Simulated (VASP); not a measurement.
# Quasiparticle energies of SiC in VASP, part 3 of 3

Aim: the quasiparticle gap of SiC, and what it costs to get it. The cell is of the wurtzite type, one of the forms listed for this formula. The start is a computed cell from the Materials Project.

VASP 6.6.1, plane waves and PAW; the level of theory is named at each step.

So far, quasiparticle gap on the mesh (eV): step 4 (G0W0, ENCUTGW 100, bands in the sums 96) 2.87. Also gap on the k-mesh (eV): step 3 (empty bands) 2.26.

## 6. G0W0, ENCUTGW 140, bands in the sums 160

This step: G0W0 on PBE; plane waves and PAW (Si_GW, C_GW) (VASP 6.6.1).

ENCUTGW rises to 140 eV and the bands with it, to about the number of plane waves under that cutoff.

The input, INCAR:

```
SYSTEM = SiC
PREC = Accurate
ENCUT = 440
ISMEAR = 0
SIGMA = 0.01
LREAL = .FALSE.
GGA = PE
NBANDS = 160
ALGO = EVGW0
NELMGW = 1
ENCUTGW = 140
NOMEGA = 48
PRECFOCK = Fast
NBANDSGW = 16
LWAVE = .FALSE.
LCHARG = .FALSE.
```

The input, POSCAR:

```
SiC
1.0
    3.0735139282      0.0000000000      0.0000000000
   -1.5367569641      2.6617411407      0.0000000000
    0.0000000000      0.0000000000      5.0452477100
Si C
2 2
Direct
    0.3333333300      0.6666666700      0.4996024000
    0.6666666700      0.3333333300      0.9996024000
    0.3333333300      0.6666666700      0.8753976000
    0.6666666700      0.3333333300      0.3753976000
```

The input, KPOINTS:

```
Automatic mesh
0
Gamma
6 6 4
0 0 0
```

PAW data sets: Si_GW and C_GW (PBE family, release 64).

Launch:

```console
> mpirun -np 8 vasp_std
```

The log of the run:

```text
[banner, memory and clock lines left out]
running    8 mpi-ranks, on    1 nodes
[...]
[... a notice as in an earlier step ...]

|                                                                             |
|           W    W    AA    RRRRR   N    N  II  N    N   GGGG   !!!           |
|           W    W   A  A   R    R  NN   N  II  NN   N  G    G  !!!           |
|           W    W  A    A  R    R  N N  N  II  N N  N  G       !!!           |
|           W WW W  AAAAAA  RRRRR   N  N N  II  N  N N  G  GGG   !            |
|           WW  WW  A    A  R   R   N   NN  II  N   NN  G    G                |
|           W    W  A    A  R    R  N    N  II  N    N   GGGG   !!!           |
|                                                                             |
|     The default for ENCUTGWSOFT is different in this version of VASP.       |
|     please manually set ENCUTGWSOFT =140 in the INCAR file.                 |
|                                                                             |

[...]
total number of BLAS operations       2263.62 Gflops
NQ=  17    0.3333   -0.0000    0.5000,
|.........|.........|.........|.........|.........|.........|.........|.........
 performed      12796000 updates of chi_q(r,r)
 total number of BLAS operations       2429.71 Gflops
NQ=  18    0.5000    0.0000    0.5000,
|.........|.........|.........|.........|.........|.........|.........|.........
 performed      13422000 updates of chi_q(r,r)
 total number of BLAS operations       2551.72 Gflops
NQ=  19    0.1667    0.1667    0.5000,
|.........|.........|.........|.........|.........|.........|.........|.........
 performed      14263000 updates of chi_q(r,r)
 total number of BLAS operations       2707.30 Gflops
NQ=  20    0.3333    0.1667    0.5000,
|.........|.........|.........|.........|.........|.........|.........|.........
 performed      15227000 updates of chi_q(r,r)
 total number of BLAS operations       2895.10 Gflops
NQ=  21    0.3333    0.3333    0.5000,
|.........|.........|.........|.........|.........|.........|.........|.........
 performed      15771000 updates of chi_q(r,r)
 total number of BLAS operations       3009.47 Gflops
 resolving degeneracies of screened two electron integrals

 calculate QP shifts <psi_nk| G(iteration)W_0 |psi_nk>: iteration 1
 entering main loop
[key lines of the parts left out:]
E-fermi :   9.0855
```

Run time: 96 s. Hardware: 8 MPI ranks of Intel Xeon 6975P-C (Granite Rapids), shared host; peak memory 1.8 GiB; 10 min of CPU time.

OUTCAR, selected parts (step 6):

```text
 QP shifts <psi_nk| G(iteration)W_0 |psi_nk>: iteration 1
 for sc-GW calculations column KS-energies equals QP-energies in previous step
 and V_xc(KS)=  KS-energies - (<T + V_ion + V_H > + <T+V_H+V_ion>^1  + <V_x>^1)
 k-point   1 :       0.0000    0.0000    0.0000
  band No.  KS-energies  QP-energies   sigma(KS)   V_xc(KS)     V^pw_x(r,r')   Z            occupation Imag(sigma)
    ...
      5       6.6342       5.9745     -15.2276     -14.3826     -17.4681       0.7808       2.0000       0.0783
      6       7.8386       7.3103     -15.4865     -14.8158     -17.3289       0.7877       2.0000       0.0692
      7       7.9535       7.4274     -15.5699     -14.9018     -17.4575       0.7875       2.0000       0.0705
      8       7.9535       7.4274     -15.5699     -14.9018     -17.4575       0.7875       2.0000       0.0705
      9      12.7678      13.2942     -11.5423     -12.2020      -6.9108       0.7980       0.0000      -0.0865
     10      14.1719      14.7066     -12.0983     -12.7832      -7.0553       0.7807       0.0000      -0.1075
     11      14.6254      15.1646     -10.6308     -11.3101      -5.6605       0.7936       0.0000      -0.1055
     12      14.6254      15.1646     -10.6308     -11.3101      -5.6605       0.7936       0.0000      -0.1055
    ...

[... 1 part as in an earlier step ...]

[... 2 further parts left out ...]
[key lines of the parts left out:]
E-fermi :   9.0855
```

The gap is now 3.015 eV, +140 meV against the GW run before.

## 7. Empty bands

This step: PBE; plane waves and PAW (Si_GW, C_GW) (VASP 6.6.1).

The empty bands are made again, for the run that follows.

The input, INCAR:

```
SYSTEM = SiC
PREC = Accurate
ENCUT = 440
ISMEAR = 0
SIGMA = 0.01
LREAL = .FALSE.
GGA = PE
NBANDS = 232
ALGO = Exact
NELM = 1
LWAVE = .TRUE.
LCHARG = .FALSE.
LOPTICS = .TRUE.
NEDOS = 1000
CSHIFT = 0.1
```

POSCAR is that of step 6.

KPOINTS is that of step 6.

Launch:

```console
> mpirun -np 8 vasp_std
```

The log of the run:

```text
[banner, memory and clock lines left out]
running    8 mpi-ranks, on    1 nodes
[...]
[... a notice as in an earlier step ...]

 LDA part: xc-table for (Slater+PW92), standard interpolation
 found WAVECAR, reading the header
  number of bands has changed, file:    14 present:   232
  trying to continue reading WAVECAR, but it might fail
 POSCAR, INCAR and KPOINTS ok, starting setup
[...]
reading WAVECAR
 random initialization beyond band           14
 the WAVECAR file was read successfully
 initial charge from wavefunction
 entering main loop
       N       E                     dE             d eps       ncg     rms          rms(c)
[... 1 cycle as in an earlier step ...]
   1 F= -.30062775E+02 E0= -.30062775E+02  d E =-.102863E-20
 writing wavefunctions
 optical routines
 imaginary and real dielectric function
 recalculating local potential from charge density
 direction            1
 direction            2
 direction            3
```

The job ended after 7.8 s (8 MPI ranks; peak memory 1.4 GiB; 47 s of CPU time).

OUTCAR, selected parts (step 7):

```text
  Total        0.7472421      0.7472421      0.6553811      0.0000000      0.0000000     -0.0000000
  in kB       29.0060390     29.0060390     25.4402272      0.0000000      0.0000000     -0.0000000
  external PRESSURE =      27.8174351 kB  Pullay stress =       0.0000000 kB

 POSITION                                       TOTAL-FORCE (eV/Angst)
 -----------------------------------------------------------------------------------
     -0.00000      1.77449      2.52062         0.000000     -0.000000     -0.004300
      1.53676      0.88725      5.04324        -0.000000      0.000000     -0.004300
     -0.00000      1.77449      4.41660         0.000000     -0.000000      0.004300
      1.53676      0.88725      1.89397        -0.000000      0.000000      0.004300
 -----------------------------------------------------------------------------------
    total drift:                                0.000001     -0.000000     -0.000189

[... 3 parts as in an earlier step ...]

[... 2 further parts left out ...]
[key lines of the parts left out:]
E-fermi :   8.0158
```

WAVECAR now holds 232 bands for 16 electrons.

## 8. G0W0, ENCUTGW 180, bands in the sums 232

This step: G0W0 on PBE; plane waves and PAW (Si_GW, C_GW) (VASP 6.6.1).

ENCUTGW rises to 180 eV and the bands with it, to about the number of plane waves under that cutoff.

The input, INCAR:

```
SYSTEM = SiC
PREC = Accurate
ENCUT = 440
ISMEAR = 0
SIGMA = 0.01
LREAL = .FALSE.
GGA = PE
NBANDS = 232
ALGO = EVGW0
NELMGW = 1
ENCUTGW = 180
NOMEGA = 48
PRECFOCK = Fast
NBANDSGW = 16
LWAVE = .FALSE.
LCHARG = .FALSE.
```

POSCAR is that of step 7.

KPOINTS is that of step 7.

Launch:

```console
> mpirun -np 8 vasp_std
```

The log of the run:

```text
[banner, memory and clock lines left out]
running    8 mpi-ranks, on    1 nodes
[...]
[... a notice as in an earlier step ...]

|                                                                             |
|           W    W    AA    RRRRR   N    N  II  N    N   GGGG   !!!           |
|           W    W   A  A   R    R  NN   N  II  NN   N  G    G  !!!           |
|           W    W  A    A  R    R  N N  N  II  N N  N  G       !!!           |
|           W WW W  AAAAAA  RRRRR   N  N N  II  N  N N  G  GGG   !            |
|           WW  WW  A    A  R   R   N   NN  II  N   NN  G    G                |
|           W    W  A    A  R    R  N    N  II  N    N   GGGG   !!!           |
|                                                                             |
|     The default for ENCUTGWSOFT is different in this version of VASP.       |
|     please manually set ENCUTGWSOFT =180 in the INCAR file.                 |
|                                                                             |

[...]
total number of BLAS operations       7217.72 Gflops
NQ=  17    0.3333   -0.0000    0.5000,
|.........|.........|.........|.........|.........|.........|.........|.........
 performed      18698000 updates of chi_q(r,r)
 total number of BLAS operations       7667.96 Gflops
NQ=  18    0.5000    0.0000    0.5000,
|.........|.........|.........|.........|.........|.........|.........|.........
 performed      19614000 updates of chi_q(r,r)
 total number of BLAS operations       8036.05 Gflops
NQ=  19    0.1667    0.1667    0.5000,
|.........|.........|.........|.........|.........|.........|.........|.........
 performed      20842000 updates of chi_q(r,r)
 total number of BLAS operations       8529.30 Gflops
NQ=  20    0.3333    0.1667    0.5000,
|.........|.........|.........|.........|.........|.........|.........|.........
 performed      22248000 updates of chi_q(r,r)
 total number of BLAS operations       9104.20 Gflops
NQ=  21    0.3333    0.3333    0.5000,
|.........|.........|.........|.........|.........|.........|.........|.........
 performed      23046000 updates of chi_q(r,r)
 total number of BLAS operations       9436.15 Gflops
 resolving degeneracies of screened two electron integrals

 calculate QP shifts <psi_nk| G(iteration)W_0 |psi_nk>: iteration 1
 entering main loop
[key lines of the parts left out:]
E-fermi :   9.0855
```

The job ended after 2 min (8 MPI ranks; peak memory 2.3 GiB; 13 min of CPU time).

From OUTCAR (step 8):

```text
 QP shifts <psi_nk| G(iteration)W_0 |psi_nk>: iteration 1
 for sc-GW calculations column KS-energies equals QP-energies in previous step
 and V_xc(KS)=  KS-energies - (<T + V_ion + V_H > + <T+V_H+V_ion>^1  + <V_x>^1)
 k-point   1 :       0.0000    0.0000    0.0000
  band No.  KS-energies  QP-energies   sigma(KS)   V_xc(KS)     V^pw_x(r,r')   Z            occupation Imag(sigma)
    ...
      5       6.6342       5.8547     -15.3821     -14.3826     -17.4681       0.7799       2.0000       0.0816
      6       7.8386       7.1795     -15.6536     -14.8158     -17.3289       0.7867       2.0000       0.0750
      7       7.9535       7.2958     -15.7381     -14.9018     -17.4575       0.7865       2.0000       0.0768
      8       7.9535       7.2958     -15.7381     -14.9018     -17.4575       0.7865       2.0000       0.0768
      9      12.7678      13.2062     -11.6522     -12.2020      -6.9108       0.7975       0.0000      -0.0773
     10      14.1719      14.6014     -12.2325     -12.7832      -7.0553       0.7799       0.0000      -0.0971
     11      14.6254      15.0986     -10.7138     -11.3101      -5.6605       0.7934       0.0000      -0.0967
     12      14.6254      15.0986     -10.7138     -11.3101      -5.6605       0.7934       0.0000      -0.0967
    ...

[... 1 part as in an earlier step ...]

[... 2 further parts left out ...]
[key lines of the parts left out:]
E-fermi :   9.0855
```

The gap is now 3.103 eV, +88 meV against the GW run before.

## 9. Empty bands

This step: PBE; plane waves and PAW (Si_GW, C_GW) (VASP 6.6.1).

The empty bands are made again, for the run that follows.

The input, INCAR:

```
SYSTEM = SiC
PREC = Accurate
ENCUT = 440
ISMEAR = 0
SIGMA = 0.01
LREAL = .FALSE.
GGA = PE
NBANDS = 312
ALGO = Exact
NELM = 1
LWAVE = .TRUE.
LCHARG = .FALSE.
LOPTICS = .TRUE.
NEDOS = 1000
CSHIFT = 0.1
```

POSCAR is that of step 8.

KPOINTS is that of step 8.

Launch:

```console
> mpirun -np 8 vasp_std
```

The log of the run:

```text
[banner, memory and clock lines left out]
running    8 mpi-ranks, on    1 nodes
[...]
[... a notice as in an earlier step ...]

 LDA part: xc-table for (Slater+PW92), standard interpolation
 found WAVECAR, reading the header
  number of bands has changed, file:    14 present:   312
  trying to continue reading WAVECAR, but it might fail
 POSCAR, INCAR and KPOINTS ok, starting setup
[...]
reading WAVECAR
 random initialization beyond band           14
 the WAVECAR file was read successfully
 initial charge from wavefunction
 entering main loop
       N       E                     dE             d eps       ncg     rms          rms(c)
[... 1 cycle as in an earlier step ...]
   1 F= -.30062775E+02 E0= -.30062775E+02  d E =-.160050-125
 writing wavefunctions
 optical routines
 imaginary and real dielectric function
 recalculating local potential from charge density
 direction            1
 direction            2
 direction            3
```

Elapsed: 6.4 s, on 8 MPI ranks; peak memory 1.4 GiB.

OUTCAR, selected parts (step 9):

```text
 POSITION                                       TOTAL-FORCE (eV/Angst)
 -----------------------------------------------------------------------------------
     -0.00000      1.77449      2.52062        -0.000000     -0.000000     -0.004300
      1.53676      0.88725      5.04324        -0.000000     -0.000000     -0.004300
     -0.00000      1.77449      4.41660         0.000000      0.000000      0.004300
      1.53676      0.88725      1.89397         0.000000     -0.000000      0.004300
 -----------------------------------------------------------------------------------
    total drift:                                0.000001     -0.000000     -0.000189

[... 4 parts as in an earlier step ...]

[... 2 further parts left out ...]
[key lines of the parts left out:]
E-fermi :   8.1209
```

WAVECAR now holds 312 bands for 16 electrons.

## 10. G0W0, ENCUTGW 220, bands in the sums 312

This step: G0W0 on PBE; plane waves and PAW (Si_GW, C_GW) (VASP 6.6.1).

ENCUTGW rises to 220 eV and the bands with it, to about the number of plane waves under that cutoff.

The input, INCAR:

```
SYSTEM = SiC
PREC = Accurate
ENCUT = 440
ISMEAR = 0
SIGMA = 0.01
LREAL = .FALSE.
GGA = PE
NBANDS = 312
ALGO = EVGW0
NELMGW = 1
ENCUTGW = 220
NOMEGA = 48
PRECFOCK = Fast
NBANDSGW = 16
LWAVE = .FALSE.
LCHARG = .FALSE.
```

POSCAR is that of step 9.

KPOINTS is that of step 9.

Launch:

```console
> mpirun -np 8 vasp_std
```

The log of the run:

```text
[banner, memory and clock lines left out]
running    8 mpi-ranks, on    1 nodes
[...]
[... a notice as in an earlier step ...]

|                                                                             |
|           W    W    AA    RRRRR   N    N  II  N    N   GGGG   !!!           |
|           W    W   A  A   R    R  NN   N  II  NN   N  G    G  !!!           |
|           W    W  A    A  R    R  N N  N  II  N N  N  G       !!!           |
|           W WW W  AAAAAA  RRRRR   N  N N  II  N  N N  G  GGG   !            |
|           WW  WW  A    A  R   R   N   NN  II  N   NN  G    G                |
|           W    W  A    A  R    R  N    N  II  N    N   GGGG   !!!           |
|                                                                             |
|     The default for ENCUTGWSOFT is different in this version of VASP.       |
|     please manually set ENCUTGWSOFT =220 in the INCAR file.                 |
|                                                                             |

[...]
total number of BLAS operations      17685.80 Gflops
NQ=  17    0.3333   -0.0000    0.5000,
|.........|.........|.........|.........|.........|.........|.........|.........
 performed      25255000 updates of chi_q(r,r)
 total number of BLAS operations      18867.96 Gflops
NQ=  18    0.5000    0.0000    0.5000,
|.........|.........|.........|.........|.........|.........|.........|.........
 performed      26494000 updates of chi_q(r,r)
 total number of BLAS operations      19760.44 Gflops
NQ=  19    0.1667    0.1667    0.5000,
|.........|.........|.........|.........|.........|.........|.........|.........
 performed      28152000 updates of chi_q(r,r)
 total number of BLAS operations      21003.09 Gflops
NQ=  20    0.3333    0.1667    0.5000,
|.........|.........|.........|.........|.........|.........|.........|.........
 performed      30050000 updates of chi_q(r,r)
 total number of BLAS operations      22443.88 Gflops
NQ=  21    0.3333    0.3333    0.5000,
|.........|.........|.........|.........|.........|.........|.........|.........
 performed      31129000 updates of chi_q(r,r)
 total number of BLAS operations      23252.75 Gflops
 resolving degeneracies of screened two electron integrals

 calculate QP shifts <psi_nk| G(iteration)W_0 |psi_nk>: iteration 1
 entering main loop
[key lines of the parts left out:]
E-fermi :   9.0855
```

Elapsed: 3.1 min, on 8 MPI ranks; peak memory 2.9 GiB; 20 min of CPU time.

Parts of OUTCAR (step 10):

```text
 QP shifts <psi_nk| G(iteration)W_0 |psi_nk>: iteration 1
 for sc-GW calculations column KS-energies equals QP-energies in previous step
 and V_xc(KS)=  KS-energies - (<T + V_ion + V_H > + <T+V_H+V_ion>^1  + <V_x>^1)
 k-point   1 :       0.0000    0.0000    0.0000
  band No.  KS-energies  QP-energies   sigma(KS)   V_xc(KS)     V^pw_x(r,r')   Z            occupation Imag(sigma)
    ...
      5       6.6342       5.7826     -15.4750     -14.3826     -17.4681       0.7796       2.0000       0.0395
      6       7.8386       7.1010     -15.7539     -14.8158     -17.3289       0.7863       2.0000       0.0340
      7       7.9535       7.2155     -15.8400     -14.9018     -17.4575       0.7866       2.0000       0.0360
      8       7.9535       7.2155     -15.8400     -14.9018     -17.4575       0.7866       2.0000       0.0360
      9      12.7678      13.1520     -11.7202     -12.2020      -6.9108       0.7975       0.0000      -0.1019
     10      14.1719      14.5347     -12.3180     -12.7832      -7.0553       0.7799       0.0000      -0.1190
     11      14.6254      15.0613     -10.7613     -11.3101      -5.6605       0.7941       0.0000      -0.1145
     12      14.6254      15.0613     -10.7613     -11.3101      -5.6605       0.7941       0.0000      -0.1145
    ...

[... 1 part as in an earlier step ...]

[... 2 further parts left out ...]
[key lines of the parts left out:]
E-fermi :   9.0855
```

The gap is now 3.158 eV, +55 meV against the GW run before.

## 11. Summary

This step: GW series: G0W0 on PBE; plane waves and PAW (VASP 6.6.1).

This step runs nothing: it gathers the runs above.

This step gave:

```yaml
gap_extrapolated_to_a_complete_basis: 3.304 eV
direct_gap_extrapolated_to_a_complete_basis: 5.146 eV
```

Cost is wall time times ranks on a shared host, with the step that makes the empty bands. GW runs:

| level | bands | ENCUTGW (eV) | NOMEGA | k mesh | starting gap (eV) | quasiparticle gap (eV) | direct gap (eV) | cost (core minutes) |
| --- | --- | --- | --- | --- | --- | --- | --- | --- |
| G0W0 | 96 | 100 | 48 | 6x6x4 | 2.264 | 2.874 | 4.835 | 6.64 |
| G0W0 | 160 | 140 | 48 | 6x6x4 | 2.264 | 3.015 | 4.936 | 13.63 |
| G0W0 | 232 | 180 | 48 | 6x6x4 | 2.264 | 3.103 | 5 | 17.04 |
| G0W0 | 312 | 220 | 48 | 6x6x4 | 2.264 | 3.158 | 5.04 | 25.65 |

## 12. Summary of results

- G0W0 on PBE, 312 bands, ENCUTGW 220 eV, NOMEGA 48, mesh 6×6×4: 2.264 → 3.158 eV
- G0W0 on PBE, 96 bands, ENCUTGW 100 eV, NOMEGA 48, mesh 6×6×4: 2.264 → 2.875 eV
- gap at a complete basis (linear in ENCUTGW^-3/2): 3.30 eV

**Reading.** G0W0 gives a quasiparticle gap of 3.158 eV on the mesh, 0.89 eV over the PBE gap on the same mesh. On mesh and path the starting valence top lies at Γ and the conduction bottom at (0.333, 0.333, 0), so the starting gap is indirect. Both points lie on the GW mesh. The steps of the series move the gap by +141, +88, +55 meV; the last costs 1.5 times the one before. The last step lies outside a tolerance of 30 meV, picked for this account, and the last two together move the gap by +143 meV. Extrapolated from the last three points to a complete basis, the gap is 3.30 eV, +146 meV from the dearest run. The extrapolation removes the error of the response basis alone, at this mesh, ENCUT and data set. Not tabulated here, as repeats of values shown or as unfit to read for their mesh, reference level or band range: eps2 curves (empty bands); eps1 curves and static values (empty bands); gaps (empty bands).

[Lines on the potential files, build, host, timing and source positions are cut from VASP's logs without a mark.]

[Logs are printed without paths, hosts, clocks, repeated set-up lines and the standing remarks that a program may print on its own settings, such as how far it seeks lower states.]

[Hosts, paths, dates, database ids (printed as entryN), source tags and the programs' standing remarks are cut or masked in the printed files.]

[Pressures printed for these runs are not shown converged in the cutoff: they can be off by several GPa and have the wrong sign.]
